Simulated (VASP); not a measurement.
An input for Quantum ESPRESSO's pw.x (written as the equivalent of a VASP run, and not itself run):

```
&CONTROL
  calculation = 'scf'
  pseudo_dir = './pseudo'
  outdir = './out'
  tprnfor = .true.
  tstress = .true.
/
&SYSTEM
  ibrav = 0
  nat = 1
  ntyp = 1
  ecutwfc = 40
  occupations = 'smearing'
  smearing = 'fermi-dirac'
  degauss = 0.003675
  input_dft = 'pbesol'
/
&ELECTRONS
  conv_thr = 7.3e-08
  electron_maxstep = 100
/
ATOMIC_SPECIES
  Al 26.982 Al.upf
CELL_PARAMETERS angstrom
     0.0000000    2.0250000    2.0250000
     2.0250000    0.0000000    2.0250000
     2.0250000    2.0250000    0.0000000
ATOMIC_POSITIONS crystal
  Al   0.0000000  0.0000000  0.0000000
K_POINTS automatic
  9 9 9 0 0 0
```

Task: Translate this input to VASP (INCAR, KPOINTS, POSCAR, choice of POTCAR).

Result: One answer among several that fit: 
**INCAR**
```
SYSTEM  =  Al
PREC  =  Accurate; ENCUT  =  300; LREAL  =  .FALSE.
LASPH  =  .TRUE.
EDIFF  =  1E-6; NELM  =  100; ALGO  =  Normal
ISMEAR  =  -1; SIGMA  =  0.05
GGA  =  PS
ISIF  =  2
LWAVE  =  .FALSE.; LCHARG  =  .FALSE.
```

File KPOINTS:
```
Regular mesh
0
gamma
 9 9 9
```

File POSCAR:
```
Al
1
    0.0000000000     2.0250000000     2.0250000000
    2.0250000000     0.0000000000     2.0250000000
    2.0250000000     2.0250000000     0.0000000000
Al
1
Direct
  0.0000000000   0.0000000000   0.0000000000
```

POTCAR, in this order: Al (PBE.64 set). Program: vasp_std.

What does not carry over: the potentials are each code's own (VASP's PAW set, PseudoDojo norm-conserving files in pw.x), so ENCUT and ecutwfc are chosen apart and not converted; conv_thr bounds pw.x's estimated SCF error, while EDIFF bounds the energy change between steps.

The structure is a typed Al crystal (Fm-3m). The cell was not relaxed at this level. The run is one of a series of settings (GGA = PS against the base run), some of them coarse on purpose.
